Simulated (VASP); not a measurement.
Given:

MgO is modelled in the cubic space group Fm-3m (No. 225), the rock salt structure, Pearson symbol cF8. Cell: a = 4.2469 Å, b = 4.2469 Å, c = 4.2469 Å, α = 90.00°, β = 90.00°, γ = 90.00°. Mg on 4a is coordinated by 6 O at 2.123 Å (octahedral). O on 4b sees 6 Mg at 2.123 Å (octahedral). (Neighbours: up to the widest gap in distance over summed covalent radii, below 1.35, at either atom; cation-cation and far metal-metal contacts left out.)
(The calculation used a cell of 2 atoms; values per cell refer to that cell.)

Calculation: PBE GGA, VASP's PBE PAW potentials (set 64) (plane waves; VASP). Run with 600 eV cut-off, 10×10×10 Γ-centred mesh, Gaussian smearing of 0.050 eV, potentials Mg O.

Each relaxation starts from this cell; other phases were not tried.

**Question.** The cell is relaxed at 2 GPa. What happens?

**Answer.** The volume per atom goes from 9.57 to 9.44 Å³ (-1.4 %), and the cell becomes a = b = c = 4.2265 Å, α = β = γ = 90.00°, space group Fm-3m. The gap on the mesh goes from 4.49 to 4.63 eV.

**Question.** The cell is relaxed at 5 GPa. What happens?

**Answer.** The volume per atom goes from 9.57 to 9.27 Å³ (-3.2 %), and the cell becomes a = b = c = 4.2011 Å, α = β = γ = 90.00°, space group Fm-3m. The gap on the mesh goes from 4.49 to 4.80 eV.

Failed runs are left out, and for metals the shear rows, which the mesh's noise covers.

The compound is MgO in the rock salt structure.
